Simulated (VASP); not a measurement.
Consider the following.

```
O2Si
1.0
    4.19939     0.00000     0.00000
    0.00000     4.19939     0.00000
    0.00000     0.00000     2.68990
Si O
2 4
Direct
  0.00000   0.00000   0.00000
  0.50000   0.50000   0.50000
  0.30559   0.30559   0.00000
  0.80559   0.19441   0.50000
  0.19441   0.80559   0.50000
  0.69441   0.69441   0.00000
```

These are vdW-DF-cx, VASP's PBE PAW potentials (set 64) (plane waves; VASP) values and carry that method's errors. Numerical set-up: 520 eV cut-off, 6×6×9 Γ-centred mesh, tetrahedra with Blöchl corrections, potentials Si O.

### Question
What does the run give for the energy per atom (σ→0), band gap (on the k-mesh) with the smallest direct gap where there is one?

### Answer

```yaml
band gap (on the k-mesh): 5.40 eV
smallest direct gap (on the k-mesh): 5.40 eV
energy per atom (σ→0): -6.440 eV/atom
```

Total energies compare only between runs with the same potentials, cut-off and functional.

The compound is SiO2 in the rutile structure, stishovite, a high-pressure form. It was relaxed first.
